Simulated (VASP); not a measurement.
# TiSn (P-6m2) in VASP: a series of runs, part 2 of 2

VASP 6.6.1. Earlier steps stand in the parts before.

**3. Relaxation of cell and atoms, PBE**

INCAR reads:

```
PREC = Accurate ; ENCUT = 520
EDIFF = 1E-7 ; ISMEAR = 0
SIGMA = 0.1 ; LREAL = F
LASPH = T ; NELM = 120
ALGO = Normal ; ISIF = 3
LWAVE = F ; LCHARG = F
GGA = PE ; IBRION = 2
NSW = 60 ; EDIFFG = -0.005
POTIM = 0.3 ; KPAR = 4
```

KPOINTS reads:

```
Automatic mesh
0
Gamma
  16 16 10
```

POSCAR reads:

```
TiSn                                    
1.0
    3.1679141046      0.0000000000      0.0000000000
   -1.5839570523      2.7434940883      0.0000000000
   -0.0000000000     -0.0000000000      4.6135358714
  Ti              Sn            
     1     1
Direct
     1.0000000000000000    1.0000000000000000    1.0000000000000000
     0.6666666699999979    0.3333333300000021    0.5000000000000000
```

Potentials or basis: VASP PAW PBE potentials, release 64 (Ti_sv, Sn_d).

Command:

```sh
> cat potpaw_PBE.64/Ti_sv/POTCAR potpaw_PBE.64/Sn_d/POTCAR > POTCAR
> mpirun -np 4 vasp_std > vasp.out
```

OUTCAR:

```text
PREC = Accurate
   ENCUT = 520
   EDIFF = 1E-7
   ISMEAR = 0
   LREAL = F
   LASPH = T
   NELM = 120
   ISIF = 3
   GGA = PE
   IBRION = 2
   NSW = 60
   EDIFFG = -0.005
   POTIM = 0.3

 ion  position               nearest neighbor table
   1  0.000  0.000  0.000-   2 2.94   2 2.94   2 2.94   2 2.94   2 2.94   2 2.94
   2  0.667  0.333  0.500-   1 2.94   1 2.94   1 2.94   1 2.94   1 2.94   1 2.94

  LATTYP: Found a hexagonal cell.
 ALAT       =     3.1679141046
 C/A-ratio  =     1.4563323749

  Lattice vectors:

 A1 = (   3.1679141046,   0.0000000000,   0.0000000000)
 A2 = (  -1.5839570523,   2.7434940883,   0.0000000000)
 A3 = (   0.0000000000,   0.0000000000,   4.6135358714)

Analysis of symmetry for initial positions (statically):
=====================================================================
 Subroutine PRICEL returns:
 Original cell was already a primitive cell.

 Routine SETGRP: Setting up the symmetry group for a
 hexagonal supercell.

 Subroutine GETGRP returns: Found 12 space group operations
 (whereof 12 operations were pure point group operations)
 out of a pool of 24 trial point group operations.

The static configuration has the point symmetry D_3h.

Analysis of symmetry for dynamics (positions and initial velocities):
=====================================================================
 Subroutine PRICEL returns:
 Original cell was already a primitive cell.

 Routine SETGRP: Setting up the symmetry group for a
 hexagonal supercell.

 Subroutine GETGRP returns: Found 12 space group operations
 (whereof 12 operations were pure point group operations)
 out of a pool of 24 trial point group operations.

The dynamic configuration has the point symmetry D_3h.

 Subroutine INISYM returns: Found 12 space group operations
 (whereof 12 operations are pure point group operations),
 and found     1 'primitive' translations

----------------------------------------------------------------------------------------

                                     Primitive cell

  volume of cell :      40.0969

  direct lattice vectors                    reciprocal lattice vectors
     3.167914105  0.000000000  0.000000000     0.315665124  0.182249345  0.000000000
    -1.583957052  2.743494088  0.000000000     0.000000000  0.364498690  0.000000000
     0.000000000  0.000000000  4.613535871     0.000000000  0.000000000  0.216753490

  length of vectors
     3.167914105  3.167914102  4.613535871     0.364498689  0.364498690  0.216753490

  position of ions in fractional coordinates (direct lattice)
     0.000000000  0.000000000  0.000000000
     0.666666670  0.333333330  0.500000000

  ion indices of the primitive-cell ions
   primitive index   ion index
                 1           1
                 2           2
[... 95 lines left out ...]
  Thomas-Fermi vector in A             =   2.538253
   LORBIT       =      0    0 simple, 1 ext, 2 COOP (PROOUT), +10 PAW based schemes
   GGA     = PE    functional components
   LHFCALC =     F    Hartree Fock is set to
   AEXX    =    0.0000 exact exchange contribution
   IVDW    =     0    specifies the selected vdW correction
   LEPSILON=     F    determine dielectric tensor
   LRPA    =     F    only Hartree local field effects (RPA)
 conjugate gradient relaxation of ions
 non-spin polarized calculation
 Gauss-broadening in eV      SIGMA  =   0.10
  energy-cutoff  :      520.00
  volume of cell :       40.10
 maximum number of plane-waves:      1096
 NGX is ok and might be reduce to    24
   NGX = 11   NGY = 11   NGZ = 17

--------------------------------------- Ionic step        1  -------------------------------------------

 number of electron      26.0000012 magnetization

 Free energy of the ion-electron system (eV)
  ---------------------------------------------------
  ext. energy  EPLUGINS =         0.00000000
  ---------------------------------------------------
  free energy    TOTEN  =       -12.11596667 eV

  energy without entropy =      -12.10811650  energy(sigma->0) =      -12.11204158

------------------------ aborting loop because EDIFF is reached ----------------------------------------

  FORCE on cell =-STRESS in cart. coord.  units (eV):
  Direction    XX          YY          ZZ          XY          YZ          ZX
  --------------------------------------------------------------------------------------
  -------------------------------------------------------------------------------------
  Total        0.0198405      0.0198405      0.0069970      0.0000000      0.0000000      0.0000000
  in kB        0.7927799      0.7927799      0.2795843      0.0000000      0.0000000      0.0000000
  external PRESSURE =       0.6217147 kB  Pullay stress =       0.0000000 kB

 VOLUME and BASIS-vectors are now :
 -----------------------------------------------------------------------------
  energy-cutoff  :      520.00
  volume of cell :       40.10
      direct lattice vectors                 reciprocal lattice vectors
     3.167914105  0.000000000  0.000000000     0.315665124  0.182249345  0.000000000
    -1.583957052  2.743494088  0.000000000     0.000000000  0.364498690  0.000000000
     0.000000000  0.000000000  4.613535871     0.000000000  0.000000000  0.216753490

 POSITION                                       TOTAL-FORCE (eV/Angst)
 -----------------------------------------------------------------------------------
      0.00000      0.00000      0.00000         0.000000     -0.000000      0.000000
      1.58396      0.91450      2.30677        -0.000000      0.000000      0.000000
 -----------------------------------------------------------------------------------
    total drift:                               -0.000007      0.000004      0.000000

  FREE ENERGIE OF THE ION-ELECTRON SYSTEM (eV)
  ---------------------------------------------------
  free  energy   TOTEN  =       -12.1159666700 eV

  energy  without entropy=      -12.1081164969  energy(sigma->0) =      -12.11204158

--------------------------------------- Ionic step        2  -------------------------------------------

 number of electron      26.0000012 magnetization

 Free energy of the ion-electron system (eV)
  ---------------------------------------------------
  ext. energy  EPLUGINS =         0.00000000
  ---------------------------------------------------
  free energy    TOTEN  =       -12.11597252 eV

  energy without entropy =      -12.10810776  energy(sigma->0) =      -12.11204014

 E-fermi :   9.4120     XC(G=0): -11.3542

 val. band max:        9.4095145983   @ k =   0.2500   0.1875   0.3000
 cond. band min:       9.4261432042   @ k =   0.1875   0.1875   0.4000
 fundamental gap:      0.0166286058
 Fermi energy:         9.4119575812

 k-point     1 :       0.0000    0.0000    0.0000
  band No.  band energies     occupation
      1     -47.5881      2.00000
      2     -23.9540      2.00000
      3     -23.6769      2.00000
      4     -23.6769      2.00000
      5     -11.9793      2.00000
      6     -11.9793      2.00000
[... 457 lines left out ...]
      4     -23.7494      2.00000
      5     -11.9837      2.00000
      6     -11.8451      2.00000
[... 9 lines left out ...]
     16      11.3509      0.00000
     17      12.6662      0.00000

 [... further k-points ...]
[... 5 lines left out ...]
  --------------------------------------------------------------------------------------
  -------------------------------------------------------------------------------------
  Total        0.0048013      0.0048013     -0.0061301      0.0000000      0.0000000      0.0000000
  in kB        0.1917198      0.1917198     -0.2447773      0.0000000      0.0000000      0.0000000
  external PRESSURE =       0.0462208 kB  Pullay stress =       0.0000000 kB

 VOLUME and BASIS-vectors are now :
 -----------------------------------------------------------------------------
  energy-cutoff  :      520.00
  volume of cell :       40.12
      direct lattice vectors                 reciprocal lattice vectors
     3.168823765  0.000000000  0.000000000     0.315574508  0.182197027  0.000000000
    -1.584411882  2.744281877 -0.000000000    -0.000000000  0.364394055  0.000000000
     0.000000000  0.000000000  4.614003068    -0.000000000  0.000000000  0.216731542

 POSITION                                       TOTAL-FORCE (eV/Angst)
 -----------------------------------------------------------------------------------
      1.58441      2.74428      0.00000        -0.000000     -0.000000      0.000000
      1.58441      0.91476      2.30700         0.000000      0.000000     -0.000000
 -----------------------------------------------------------------------------------
    total drift:                               -0.000007      0.000004     -0.000000

  FREE ENERGIE OF THE ION-ELECTRON SYSTEM (eV)
  ---------------------------------------------------
  free  energy   TOTEN  =       -12.1159725217 eV

  energy  without entropy=      -12.1081077580  energy(sigma->0) =      -12.11204014

 reached required accuracy - stopping structural energy minimisation
```

OSZICAR:

```text
N       E                     dE             d eps       ncg     rms          rms(c)
DAV:   1     0.211640399473E+03    0.21164E+03   -0.14157E+04  6130   0.231E+03
DAV:   2     0.440540650807E+01   -0.20723E+03   -0.20551E+03  6154   0.471E+02
DAV:   3    -0.130167687189E+02   -0.17422E+02   -0.17178E+02  9120   0.139E+02
DAV:   4    -0.135996012580E+02   -0.58283E+00   -0.57963E+00  8313   0.216E+01
[... 14 lines left out ...]
DAV:   2    -0.121160088477E+02    0.12861E-03   -0.10022E-03  8023   0.331E-01    0.302E-02
DAV:   3    -0.121159788606E+02    0.29987E-04   -0.18679E-04  8578   0.123E-01    0.166E-02
DAV:   4    -0.121159729607E+02    0.59000E-05   -0.31738E-05  9014   0.640E-02    0.627E-03
DAV:   5    -0.121159725417E+02    0.41898E-06   -0.36541E-06  8290   0.163E-02    0.338E-03
DAV:   6    -0.121159725217E+02    0.19983E-07   -0.90158E-07  9122   0.611E-03
   2 F= -.12115973E+02 E0= -.12112040E+02  d E =-.585173E-05
```

CONTCAR:

```text
TiSn
   1.00000000000000
     3.1688237649050648    0.0000000000000000    0.0000000000000000
    -1.5844118824525324    2.7442818772301658   -0.0000000000000000
     0.0000000000000000    0.0000000000000000    4.6140030682011011
  Ti              Sn
     1     1
Direct
     1.0000000000000000    1.0000000000000000    0.0000000000000000
     0.6666666699999979    0.3333333300000021    0.5000000000000000

  0.00000000E+00  0.00000000E+00  0.00000000E+00
  0.00000000E+00  0.00000000E+00  0.00000000E+00
```

Run time: 35 s. Hardware: 4 MPI ranks of Intel Xeon Platinum 8488C (Sapphire Rapids), shared host; peak memory 0.24 GiB.

What came out:

```
Free energy                            : -12.1160 eV
Relaxed volume                         : 20.06 Å³/atom
Relaxed cell                           : a = 3.169 Å, b = 3.169 Å, c = 4.614 Å, α = 90.00°, β = 90.00°, γ = 120.00°
Space group after relaxing (to 0.05 Å) : P-6m2 (No. 187)
Energy gained by relaxing              : 0.0 meV/atom
Ionic steps                            : 2
Pressure after relaxing                : 0.0 GPa
Band gap on the k mesh                 : none (metal or under the smearing width)
```

Final structure:
```yaml
crystal:
  lattice:
    - [3.16882, 0.00000, 0.00000]
    - [-1.58441, 2.74428, 0.00000]
    - [0.00000, 0.00000, 4.61400]
  atoms:
    - { symbol: Ti, position: [0.00000, 0.00000, 0.00000] }
    - { symbol: Sn, position: [0.66667, 0.33333, 0.50000] }
```

**4. Single point, r2SCAN**

INCAR reads:

```
SYSTEM = TiSn
PREC = Accurate
ENCUT = 520
EDIFF = 1E-6
ISMEAR = 0
SIGMA = 0.1
LREAL = .False.
LASPH = .True.
NELM = 150
ALGO = Normal
ISIF = 2
LWAVE = .False.
LCHARG = .False.
METAGGA = R2SCAN
LMIXTAU = .True.
NBANDS = 20
KPAR = 4
```

KPOINTS reads:

```
Automatic mesh
0
Gamma
  16 16 10
  0 0 0
```

POSCAR reads:

```
TiSn                                    
1.0
    3.1688237649      0.0000000000      0.0000000000
   -1.5844118825      2.7442818772     -0.0000000000
    0.0000000000      0.0000000000      4.6140030682
  Ti              Sn            
     1     1
Direct
     1.0000000000000000    1.0000000000000000    0.0000000000000000
     0.6666666699999979    0.3333333300000021    0.5000000000000000
```

Potentials or basis: VASP PAW PBE potentials, release 64 (Ti_sv, Sn_d).

Command:

```sh
> cat potpaw_PBE.64/Ti_sv/POTCAR potpaw_PBE.64/Sn_d/POTCAR > POTCAR
> mpirun -np 4 vasp_std > vasp.out
```

OUTCAR:

```text
SYSTEM = TiSn
   PREC = Accurate
   ENCUT = 520
   EDIFF = 1E-6
   ISMEAR = 0
   LREAL = .False.
   LASPH = .True.
   NELM = 150
   ISIF = 2
   METAGGA = R2SCAN

 ion  position               nearest neighbor table
   1  0.000  0.000  0.000-   2 2.94   2 2.94   2 2.94   2 2.94   2 2.94   2 2.94
   2  0.667  0.333  0.500-   1 2.94   1 2.94   1 2.94   1 2.94   1 2.94   1 2.94

  LATTYP: Found a hexagonal cell.
 ALAT       =     3.1688237649
 C/A-ratio  =     1.4560617474

  Lattice vectors:

 A1 = (   3.1688237649,   0.0000000000,   0.0000000000)
 A2 = (  -1.5844118825,   2.7442818772,   0.0000000000)
 A3 = (   0.0000000000,   0.0000000000,   4.6140030682)

Analysis of symmetry for initial positions (statically):
=====================================================================
 Subroutine PRICEL returns:
 Original cell was already a primitive cell.

 Routine SETGRP: Setting up the symmetry group for a
 hexagonal supercell.

 Subroutine GETGRP returns: Found 12 space group operations
 (whereof 12 operations were pure point group operations)
 out of a pool of 24 trial point group operations.

The static configuration has the point symmetry D_3h.

Analysis of symmetry for dynamics (positions and initial velocities):
=====================================================================
 Subroutine PRICEL returns:
 Original cell was already a primitive cell.

 Routine SETGRP: Setting up the symmetry group for a
 hexagonal supercell.

 Subroutine GETGRP returns: Found 12 space group operations
 (whereof 12 operations were pure point group operations)
 out of a pool of 24 trial point group operations.

The dynamic configuration has the point symmetry D_3h.

 Subroutine INISYM returns: Found 12 space group operations
 (whereof 12 operations are pure point group operations),
 and found     1 'primitive' translations

----------------------------------------------------------------------------------------

[... 104 lines left out ...]
   NUPDOWN=      -1.0000    fix difference up-down
   EMIN   =  10.00;   EMAX   =-10.00  energy-range for DOS
   EFERMI =   0.00;   METHOD = LEGACY
   ISMEAR =     0;   SIGMA  =   0.10  broadening in eV -4-tet -1-fermi 0-gaus
   EFERMI_NEDOS =   21; number of points for ismear=-14 and -15
   IALGO  =     38    algorithm
   IMIX   =      4    mixing-type and parameters
     AMIX     =   0.40;   BMIX     =  1.00
     AMIX_MAG =   1.60;   BMIX_MAG =  1.00
  volume/ion in A,a.u.               =      20.06       135.39
  Fermi-wavevector in a.u.,A,eV,Ry     =   1.416656  2.677092 27.305723  2.006914
  Thomas-Fermi vector in A             =   2.537968
   LORBIT       =      0    0 simple, 1 ext, 2 COOP (PROOUT), +10 PAW based schemes
   METAGGA = R2SCAN    functional components
   LHFCALC =     F    Hartree Fock is set to
   AEXX    =    0.0000 exact exchange contribution
   IVDW    =     0    specifies the selected vdW correction
   LEPSILON=     F    determine dielectric tensor
   LRPA    =     F    only Hartree local field effects (RPA)
 non-spin polarized calculation
 Gauss-broadening in eV      SIGMA  =   0.10
  energy-cutoff  :      520.00
  volume of cell :       40.12
 maximum number of plane-waves:      1096
 NGX is ok and might be reduce to    24
   NGX = 11   NGY = 11   NGZ = 17

 number of electron      26.0000012 magnetization

 Free energy of the ion-electron system (eV)
  ---------------------------------------------------
  ext. energy  EPLUGINS =         0.00000000
  ---------------------------------------------------
  free energy    TOTEN  =       -38.14920225 eV

  energy without entropy =      -38.14274445  energy(sigma->0) =      -38.14597335

 E-fermi :   9.4603     XC(G=0): -12.3576

 val. band max:        9.4575987862   @ k =   0.2500   0.1875   0.3000
 cond. band min:       9.4611266587   @ k =   0.1250   0.1250   0.5000
 fundamental gap:      0.0035278726
 Fermi energy:         9.4602623241

 k-point     1 :       0.0000    0.0000    0.0000
  band No.  band energies     occupation
      1     -49.9819      2.00000
      2     -25.3112      2.00000
      3     -25.0125      2.00000
      4     -25.0125      2.00000
      5     -12.6764      2.00000
      6     -12.6763      2.00000
[... 541 lines left out ...]
     19      14.1049      0.00000
     20      18.5487      0.00000

 [... further k-points ...]
[... 5 lines left out ...]
  --------------------------------------------------------------------------------------
  -------------------------------------------------------------------------------------
  Total       -0.3984212     -0.3984212     -0.4065445      0.0000000      0.0000000      0.0000000
  in kB      -15.9092018    -15.9092017    -16.2335682      0.0000000      0.0000000      0.0000000
  external PRESSURE =     -16.0173239 kB  Pullay stress =       0.0000000 kB

 VOLUME and BASIS-vectors are now :
 -----------------------------------------------------------------------------
  energy-cutoff  :      520.00
  volume of cell :       40.12
      direct lattice vectors                 reciprocal lattice vectors
     3.168823765  0.000000000  0.000000000     0.315574508  0.182197027  0.000000000
    -1.584411882  2.744281877  0.000000000     0.000000000  0.364394055  0.000000000
     0.000000000  0.000000000  4.614003068     0.000000000  0.000000000  0.216731542

 POSITION                                       TOTAL-FORCE (eV/Angst)
 -----------------------------------------------------------------------------------
      0.00000      0.00000      0.00000         0.000000      0.000000      0.000000
      1.58441      0.91476      2.30700        -0.000000     -0.000000      0.000000
 -----------------------------------------------------------------------------------
    total drift:                               -0.000006      0.000003     -0.000000

  FREE ENERGIE OF THE ION-ELECTRON SYSTEM (eV)
  ---------------------------------------------------
  free  energy   TOTEN  =       -38.1492022547 eV

  energy  without entropy=      -38.1427444514  energy(sigma->0) =      -38.14597335
```

stdout:

```text
POSCAR found type information on POSCAR TiSn
 POSCAR found :  2 types and       2 ions
 scaLAPACK will be used
 -----------------------------------------------------------------------------
|                                                                             |
|                                                                             |
|     You enforced a specific xc type in the INCAR file but a different       |
|     I HOPE YOU KNOW WHAT YOU ARE DOING!                                     |
|                                                                             |
 -----------------------------------------------------------------------------

 LDA part: xc-table for (None), standard interpolation
 POSCAR, INCAR and KPOINTS ok, starting setup
 FFT: planning ... GRIDC
 FFT: planning ... GRID_SOFT
 FFT: planning ... GRID
 WAVECAR not read
 entering main loop
```

Run time: 2 min. Hardware: 4 MPI ranks of Intel Xeon Platinum 8488C (Sapphire Rapids), shared host; peak memory 0.26 GiB.

What came out:

- Free energy: -38.1492 eV
- Pressure: -1.6 GPa
- Band gap on the k mesh: none (metal or under the smearing width)

Levels at points of the mesh, in eV from the Fermi level:
| k point | band 9 | band 10 | band 11 | band 12 | band 13 | band 14 | band 15 | band 16 | band 17 | band 18 |
| --- | --- | --- | --- | --- | --- | --- | --- | --- | --- | --- |
| (0.00, 0.00, 0.00) | -21.89 | -11.60 | -2.93 | -2.26 | 0.77 | 0.77 | 1.87 | 1.87 | 3.77 | 9.22 |
| (0.50, 0.00, 0.00) | -21.83 | -6.63 | -5.37 | -2.08 | -0.96 | 1.48 | 2.82 | 2.95 | 3.75 | 4.08 |
| (0.00, 0.00, 0.50) | -21.89 | -10.87 | -6.28 | -0.46 | 0.90 | 0.90 | 1.72 | 1.72 | 8.67 | 9.22 |
| (0.50, 0.00, 0.50) | -21.83 | -6.49 | -4.72 | -2.56 | -0.74 | 0.62 | 0.68 | 2.33 | 2.83 | 5.00 |

Caveat: the PAW data sets were made with another functional, which shifts forces and pressure a little.
